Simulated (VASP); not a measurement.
# Ca3ZrN3 (P6_3/m) in VASP: density of states with PBE

Aim: the density of states of Ca3ZrN3 with PBE.

Program: VASP 6.6.1. These are calculated values, not measurements. Logs are shortened: lines on timing, memory, paths and dates and some standing lists are left out, and cuts for length are marked.

**1. The structure**

It takes space group P6_3/m (No. 176, hexagonal). Conventional cell: a = 7.956 Å, b = 7.956 Å, c = 4.985 Å, α = 90.00°, β = 90.00°, γ = 120.00°. Around Ca (site symmetry m) lie 4 N at 2.40 to 2.51 Å. Zr (site symmetry -6) is surrounded by 3 N at 2.06 Å. Around N (site symmetry m) lie 1 Zr at 2.06 Å.

The cell was built by a generator and needn't be a form met in nature.

**2. Density of states, PBE**

POSCAR reads:

```
Ca3ZrN3
1.0
    7.9555190000      0.0000000000      0.0000000000
   -3.9777590000      6.8896820000      0.0000000000
    0.0000000000      0.0000000000      4.9850700000
Ca Zr N
6 2 6
Direct
    0.6736380000      0.8099640000      0.7500000000
    0.1363260000      0.3263620000      0.7500000000
    0.1900360000      0.8636740000      0.7500000000
    0.3263620000      0.1900360000      0.2500000000
    0.8099640000      0.1363260000      0.2500000000
    0.8636740000      0.6736380000      0.2500000000
    0.6666670000      0.3333330000      0.7500000000
    0.3333330000      0.6666670000      0.2500000000
    0.3695830000      0.2112360000      0.7500000000
    0.7887640000      0.1583470000      0.7500000000
    0.8416530000      0.6304170000      0.7500000000
    0.1583470000      0.3695830000      0.2500000000
    0.6304170000      0.7887640000      0.2500000000
    0.2112360000      0.8416530000      0.2500000000
```

INCAR.step1 reads:

```
SYSTEM = Ca3ZrN3
ALGO = Normal
EDIFF = 1E-7
ENCUT = 520
GGA = PE
ISIF = 2
ISMEAR = 0
KPAR = 4
LASPH = .TRUE.
LCHARG = .TRUE.
LMAXMIX = 4
LREAL = .FALSE.
LWAVE = .FALSE.
NELM = 60
PREC = Accurate
SIGMA = 0.1
```

KPOINTS.step1 reads:

```
k-points
0
G
  4 4 6
  0 0 0
```

INCAR.step2 reads:

```
SYSTEM = Ca3ZrN3
ALGO = Normal
EDIFF = 1E-7
ENCUT = 520
GGA = PE
ICHARG = 11
ISIF = 2
ISMEAR = -5
KPAR = 4
LASPH = .TRUE.
LCHARG = .FALSE.
LMAXMIX = 4
LORBIT = 11
LREAL = .FALSE.
LWAVE = .FALSE.
NEDOS = 1001
NELM = 60
PREC = Accurate
SIGMA = 0.1
```

KPOINTS.step2 reads:

```
k-points
0
G
  6 6 9
  0 0 0
```

Potentials or basis: VASP PAW PBE potentials, release 64 (Ca_sv, Zr_sv, N).

Started as:

```bash
cat potpaw_PBE.64/Ca_sv/POTCAR potpaw_PBE.64/Zr_sv/POTCAR potpaw_PBE.64/N/POTCAR > POTCAR
cp INCAR.step1 INCAR
cp KPOINTS.step1 KPOINTS
mpirun -np 4 vasp_std > vasp.out
cp INCAR.step2 INCAR
cp KPOINTS.step2 KPOINTS
mpirun -np 4 vasp_std > vasp.out
```

OUTCAR:

```text
SYSTEM = Ca3ZrN3
   EDIFF = 1E-7
   ENCUT = 520
   GGA = PE
   ICHARG = 11
   ISIF = 2
   ISMEAR = -5
   LASPH = .TRUE.
   LORBIT = 11
   LREAL = .FALSE.
   NELM = 60
   PREC = Accurate

 ion  position               nearest neighbor table
   1  0.674  0.810  0.750-  11 2.40  10 2.45   8 3.43   8 3.43
   2  0.136  0.326  0.750-  10 2.40   9 2.45   8 3.43   8 3.43
   3  0.190  0.864  0.750-   9 2.40  11 2.45   8 3.43   8 3.43
   4  0.326  0.190  0.250-  12 2.40  14 2.45   7 3.43   7 3.43
   5  0.810  0.136  0.250-  13 2.40  12 2.45   7 3.43   7 3.43
   6  0.864  0.674  0.250-  14 2.40  13 2.45   7 3.43   7 3.43
   7  0.667  0.333  0.750-  10 2.06  11 2.06   9 2.06   5 3.43   5 3.43   6 3.43   6 3.43   4 3.43
                             4 3.43
   8  0.333  0.667  0.250-  14 2.06  12 2.06  13 2.06   3 3.43   3 3.43   2 3.43   2 3.43   1 3.43
                             1 3.43
   9  0.370  0.211  0.750-   7 2.06   3 2.40   2 2.45
  10  0.789  0.158  0.750-   7 2.06   2 2.40   1 2.45
  11  0.842  0.630  0.750-   7 2.06   1 2.40   3 2.45
  12  0.158  0.370  0.250-   8 2.06   4 2.40   5 2.45
  13  0.630  0.789  0.250-   8 2.06   5 2.40   6 2.45
  14  0.211  0.842  0.250-   8 2.06   6 2.40   4 2.45

  LATTYP: Found a hexagonal cell.
 ALAT       =     7.9555190000
 C/A-ratio  =     0.6266178234

  Lattice vectors:

 A1 = (   7.9555190000,   0.0000000000,   0.0000000000)
 A2 = (  -3.9777590000,   6.8896820000,   0.0000000000)
 A3 = (   0.0000000000,   0.0000000000,   4.9850700000)

Analysis of symmetry for initial positions (statically):
=====================================================================
 Subroutine PRICEL returns:
 Original cell was already a primitive cell.

 Routine SETGRP: Setting up the symmetry group for a
 hexagonal supercell.

 Subroutine GETGRP returns: Found 12 space group operations
 (whereof  6 operations were pure point group operations)
 out of a pool of 24 trial point group operations.

The static configuration has the point symmetry S_6 .
 The point group associated with its full space group is C_6h.

Analysis of symmetry for dynamics (positions and initial velocities):
=====================================================================
 Subroutine PRICEL returns:
 Original cell was already a primitive cell.

 Routine SETGRP: Setting up the symmetry group for a
 hexagonal supercell.

 Subroutine GETGRP returns: Found 12 space group operations
[... 161 lines left out ...]
 non-spin polarized calculation
 Fermi weights with tetrahedron method with Bloechl corrections
  energy-cutoff  :      520.00
  volume of cell :      273.24
 maximum number of plane-waves:      7389

 number of electron     113.9999999 magnetization

 Free energy of the ion-electron system (eV)
  ---------------------------------------------------
  ext. energy  EPLUGINS =         0.00000000
  ---------------------------------------------------
  free energy    TOTEN  =       -92.09686933 eV

  energy without entropy =      -92.09686933  energy(sigma->0) =      -92.09686933

 E-fermi :   3.1622     XC(G=0):  -9.3883

 val. band max:        3.1769533598   @ k =   0.1667   0.0000   0.0000
 cond. band min:       3.1881074378   @ k =   0.0000   0.0000   0.1111
 fundamental gap:      0.0111540780
 Fermi energy:         3.1621505843

 k-point     1 :       0.0000    0.0000    0.0000
  band No.  band energies     occupation
      1     -44.4971      2.00000
      2     -44.4969      2.00000
      3     -36.1788      2.00000
      4     -36.1549      2.00000
      5     -36.1549      2.00000
      6     -36.1210      2.00000
[... 1693 lines left out ...]
     67       7.0458      0.00000
     68       7.1851      0.00000

 [... further k-points ...]

------------------------ aborting loop because EDIFF is reached ----------------------------------------

  FORCE on cell =-STRESS in cart. coord.  units (eV):
  Direction    XX          YY          ZZ          XY          YZ          ZX
  --------------------------------------------------------------------------------------
  -------------------------------------------------------------------------------------
  Total       -0.0738789     -0.0738789     -0.2296404     -0.0000003      0.0000000      0.0000000
  in kB       -0.4332038     -0.4332038     -1.3465421     -0.0000019      0.0000000      0.0000000
  external PRESSURE =      -0.7376499 kB  Pullay stress =       0.0000000 kB

 VOLUME and BASIS-vectors are now :
 -----------------------------------------------------------------------------
  energy-cutoff  :      520.00
  volume of cell :      273.24
      direct lattice vectors                 reciprocal lattice vectors
     7.955519000  0.000000000  0.000000000     0.125698902  0.072572281  0.000000000
    -3.977759000  6.889682000  0.000000000     0.000000000  0.145144580  0.000000000
     0.000000000  0.000000000  4.985070000     0.000000000  0.000000000  0.200598989

 POSITION                                       TOTAL-FORCE (eV/Angst)
 -----------------------------------------------------------------------------------
      2.13730      5.58039      3.73880        -0.004306     -0.005751      0.000000
     -0.21365      2.24853      3.73880        -0.002828      0.006604      0.000000
     -1.92365      5.95044      3.73880         0.007133     -0.000853     -0.000000
      1.84046      1.30929      1.24627         0.004306      0.005751      0.000000
      5.90141      0.93924      1.24627        -0.007133      0.000853      0.000000
      4.19141      4.64115      1.24627         0.002828     -0.006604      0.000000
      3.97776      2.29656      3.73880         0.000000     -0.000000     -0.000000
     -0.00000      4.59312      1.24627        -0.000000     -0.000000      0.000000
      2.09998      1.45535      3.73880        -0.002088     -0.007883      0.000000
      5.64516      1.09096      3.73880         0.007870      0.002133     -0.000000
      4.18814      4.34337      3.73880        -0.005783      0.005749      0.000000
     -0.21038      2.54631      1.24627         0.005783     -0.005749      0.000000
      1.87778      5.43433      1.24627         0.002088      0.007883      0.000000
     -1.66740      5.79872      1.24627        -0.007870     -0.002133     -0.000000
 -----------------------------------------------------------------------------------
    total drift:                                0.001282     -0.001473      0.000001

  FREE ENERGIE OF THE ION-ELECTRON SYSTEM (eV)
  ---------------------------------------------------
  free  energy   TOTEN  =       -92.0968693308 eV

  energy  without entropy=      -92.0968693308  energy(sigma->0) =      -92.09686933

 total charge

# of ion       s       p       d       tot
------------------------------------------
    1        2.051   5.866   0.284   8.201
    2        2.051   5.866   0.284   8.201
    3        2.051   5.866   0.284   8.201
    4        2.051   5.866   0.284   8.201
    5        2.051   5.866   0.284   8.201
    6        2.051   5.866   0.284   8.201
    7        2.210   6.022   1.708   9.940
    8        2.210   6.022   1.708   9.940
    9        1.258   2.387   0.000   3.645
   10        1.258   2.387   0.000   3.645
   11        1.258   2.387   0.000   3.645
   12        1.258   2.387   0.000   3.645
   13        1.258   2.387   0.000   3.645
   14        1.258   2.387   0.000   3.645
--------------------------------------------------
tot         24.277  61.559   5.122  90.958
```

OSZICAR.step1:

```text
N       E                     dE             d eps       ncg     rms          rms(c)
DAV:   1     0.130227195772E+04    0.13023E+04   -0.57358E+04  2184   0.164E+03
DAV:   2     0.190882494561E+02   -0.12832E+04   -0.12508E+04  2600   0.496E+02
DAV:   3    -0.108217391784E+03   -0.12731E+03   -0.12568E+03  2952   0.133E+02
DAV:   4    -0.117410177341E+03   -0.91928E+01   -0.91491E+01  3504   0.334E+01
DAV:   5    -0.118159046228E+03   -0.74887E+00   -0.74859E+00  3184   0.715E+00    0.390E+01
DAV:   6    -0.936126262787E+02    0.24546E+02   -0.20216E+02  2556   0.365E+01    0.172E+01
DAV:   7    -0.924422832007E+02    0.11703E+01   -0.24778E+01  2696   0.148E+01    0.994E+00
DAV:   8    -0.921289610349E+02    0.31332E+00   -0.24250E+00  2912   0.547E+00    0.151E+00
DAV:   9    -0.921149912935E+02    0.13970E-01   -0.31382E-01  2968   0.182E+00    0.824E-01
DAV:  10    -0.921199594844E+02   -0.49682E-02   -0.22363E-02  3184   0.589E-01    0.390E-01
DAV:  11    -0.921219100993E+02   -0.19506E-02   -0.56702E-03  2944   0.262E-01    0.959E-02
DAV:  12    -0.921220896106E+02   -0.17951E-03   -0.15121E-03  2816   0.132E-01    0.523E-02
DAV:  13    -0.921220966166E+02   -0.70060E-05   -0.47317E-04  3096   0.638E-02    0.198E-02
DAV:  14    -0.921220981895E+02   -0.15729E-05   -0.44268E-05  3112   0.209E-02    0.506E-03
DAV:  15    -0.921220985591E+02   -0.36956E-06   -0.49305E-06  2408   0.907E-03    0.150E-03
DAV:  16    -0.921220987476E+02   -0.18847E-06   -0.62970E-07  2416   0.274E-03    0.109E-03
DAV:  17    -0.921220987748E+02   -0.27259E-07   -0.18340E-07  1656   0.146E-03
   1 F= -.92122099E+02 E0= -.92120051E+02  d E =-.409506E-02
```

Wall time 2.6 min (4 MPI ranks of Intel Xeon 6975P-C (Granite Rapids), shared host); peak memory 0.73 GiB.

Results:

| Quantity | Value |
| --- | --- |
| Valence electrons inside the program's atomic spheres | Ca 8.20; Zr 9.94; N 3.65 |

States per cell in windows of 0.5 eV (zero at the Fermi level; states under -8 eV left out):
```
from (eV)  total  Zr7_d  Zr8_d  N10_p  N14_p  N9_p  N13_p
     -8.0   0.00   0.00   0.00   0.00   0.00  0.00   0.00
     -7.5   0.00   0.00   0.00   0.00   0.00  0.00   0.00
     -7.0   0.00   0.00   0.00   0.00   0.00  0.00   0.00
     -6.5   0.00   0.00   0.00   0.00   0.00  0.00   0.00
     -6.0   0.00   0.00   0.00   0.00   0.00  0.00   0.00
     -5.5   0.00   0.00   0.00   0.00   0.00  0.00   0.00
     -5.0   0.00   0.00   0.00   0.00   0.00  0.00   0.00
     -4.5   0.00   0.00   0.00   0.00   0.00  0.00   0.00
     -4.0   0.00   0.00   0.00   0.00   0.00  0.00   0.00
     -3.5   0.00   0.00   0.00   0.00   0.00  0.00   0.00
     -3.0   1.92   0.09   0.09   0.10   0.10  0.10   0.10
     -2.5   8.41   0.43   0.43   0.47   0.47  0.47   0.47
     -2.0  11.55   0.67   0.67   0.75   0.75  0.75   0.75
     -1.5   5.71   0.19   0.19   0.37   0.37  0.37   0.37
     -1.0  10.43   0.13   0.13   0.75   0.75  0.75   0.75
     -0.5   3.38   0.17   0.17   0.17   0.17  0.17   0.17
      0.0   0.85   0.08   0.08   0.01   0.01  0.01   0.01
      0.5   0.85   0.07   0.07   0.01   0.01  0.01   0.01
      1.0   0.22   0.02   0.02   0.00   0.00  0.00   0.00
      1.5   2.26   0.20   0.20   0.03   0.03  0.03   0.03
      2.0   3.83   0.38   0.38   0.05   0.05  0.05   0.05
      2.5   6.37   0.65   0.65   0.10   0.10  0.10   0.10
      3.0   3.27   0.23   0.23   0.05   0.05  0.05   0.05
      3.5   3.32   0.29   0.29   0.04   0.04  0.04   0.04
      4.0   1.77   0.18   0.18   0.02   0.02  0.02   0.02
      4.5   0.23   0.03   0.03   0.00   0.00  0.00   0.00
      5.0   0.00   0.00   0.00   0.00   0.00  0.00   0.00
      5.5   0.00   0.00   0.00   0.00   0.00  0.00   0.00
      6.0   0.00   0.00   0.00   0.00   0.00  0.00   0.00
      6.5   0.00   0.00   0.00   0.00   0.00  0.00   0.00
```

Caveat: tetrahedron occupations give inexact forces and stress in metals.
